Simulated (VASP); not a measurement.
Input:

```
CELL_PARAMETERS angstrom
      3.29809     0.00000     0.00000
     -1.64905     2.85623     0.00000
      0.00000     0.00000     6.34014
ATOMIC_POSITIONS crystal
  Pb 0.00000 0.00000 0.00000
  Pb 0.00000 0.00000 0.50000
  O  0.33333 0.66667 0.25000
  O  0.66667 0.33333 0.75000
```

All values below come from PBEsol GGA, VASP's PBE PAW potentials (set 64) (plane waves; VASP 6.6.1). Run with 620 eV cut-off, 11×11×5 Γ-centred mesh, first-order Methfessel-Paxton smearing of 0.10 eV, potentials Pb_d O.

Energy and stress use the plane-wave basis of the starting cell.

Task: The ions, cell shape and volume at an external pressure of 30.0 GPa are relaxed. Give the cell that the relaxation ends in.

Result: 
```
CELL_PARAMETERS angstrom
      3.20730     0.00000     0.00000
     -1.60365     2.77760     0.00000
      0.00000     0.00000     6.34219
ATOMIC_POSITIONS crystal
  Pb 0.00000 0.00000 0.00000
  Pb 0.00000 0.00000 0.50000
  O  0.33333 0.66667 0.25000
  O  0.66667 0.33333 0.75000
```
Space group P6_3/mmc (194), at a tolerance of 0.03 Å.

Task: How do energy and volume change from the first to the last step?

Result: The energy (σ→0) changes by +124.0 meV/atom and the volume by -5.4 %, in 6 ionic steps.

| step | E(σ→0) (eV) | max force (eV/Å) | pressure (GPa) | volume (Å³) |
|---|---|---|---|---|
| 1 | -21.2826 | 0.000 | 19.88 | 59.72 |
| 2 | -19.5792 | 0.000 | 54.09 | 51.94 |
| 3 | -20.8509 | 0.000 | 29.73 | 56.91 |
| 4 | -20.8383 | 0.000 | 29.98 | 56.84 |
| 5 | -20.8169 | 0.000 | 29.94 | 56.68 |
| 6 | -20.7868 | 0.000 | 29.93 | 56.50 |

The structure was generated: PbO was put into the NiAs type type (P6_3/mmc), which need not be its known phase. This run relaxes it under an external pressure of 30 GPa. Symmetry was kept, so distortions that lower it aren't found.
